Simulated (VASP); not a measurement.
The system is Cu2B.

```xyz
6
Lattice="0.0000 3.2835 3.2835 3.2835 0.0000 3.2835 3.2835 3.2835 0.0000" Properties=species:S:1:pos:R:3 pbc="T T T"
Cu    0.8209    0.8209    0.8209
Cu    0.8209    2.4626    2.4626
Cu    2.4626    2.4626    0.8209
Cu    2.4626    0.8209    2.4626
B     3.2835    3.2835    3.2835
B     4.9252    4.9252    4.9252
```

The cell was built by a generator and needn't be a form met in nature.

Base run:

```yaml
Program: VASP 6.6.1
Functional: PBEsol
Potentials_or_basis: VASP PAW PBE potentials, release 64 (Cu, B)
Cutoff: 520 eV
k_mesh: 5 × 5 × 5
Occupations: fermi-dirac, width 0.05 eV
Spin: no spin polarisation
Hubbard_terms: Cu d U = 4 eV
```

Its results: band gap on the k mesh none (metal or under the smearing width); pressure -9.2 GPa.

Q: The run is repeated on the same cell with these changes: hubbard terms from Cu d U = 4 eV to Cu d U = 8 eV. What comes out?

A: Band gap on the k mesh none (metal or under the smearing width); pressure -11.3 GPa.

Caveats: the PAW data sets were made with another functional, which shifts forces and pressure a little; U without spin polarisation on a metal has little footing; the U is typed as a test and isn't derived for this compound.

Not every run made on this cell is shown here.
